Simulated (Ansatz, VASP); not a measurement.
## ZrHg: VASP beside Ansatz

```xyz
2
Lattice="3.0557 0.0000 0.0000 0.0000 3.0557 0.0000 0.0000 0.0000 4.1797" Properties=species:S:1:pos:R:3 pbc="T T T"
Zr    1.5279    1.5279    2.0899
Hg    0.0000    0.0000    0.0000
```

Alike in both runs: functional LDA; k mesh 14 × 14 × 10; occupations fermi-dirac, width 0.15 eV; no spin polarisation.

Ansatz relaxed the structure, and its values are those at the end. VASP's run is a single point on that final structure, the one shown.

|  | VASP | Ansatz |
| --- | --- | --- |
| version | VASP 6.6.1 | Ansatz 0.2.0 |
| potentials or method | VASP PAW LDA potentials, release 64 (Zr_sv, Hg) | scalar-relativistic, plane waves, PAW |
| plane-wave cutoff (eV) | 520 | 420 |
| valence electrons in the cell | 24 | 32 |

Ansatz gave:

| Quantity | Value |
| --- | --- |
| gap on the k mesh at the Fermi level (eV) | none |
| pressure (GPa) | 3.0 |

Problem. What did VASP give for the same quantities?

Solution. gap on the k mesh at the Fermi level (eV): none; pressure (GPa): 3.9.

A gap of «none» marks a metal or a gap that the smearing closes. The two sets of potentials don't hold the same shells in valence.

Spin-orbit coupling is left out, which matters for the levels of Hg.
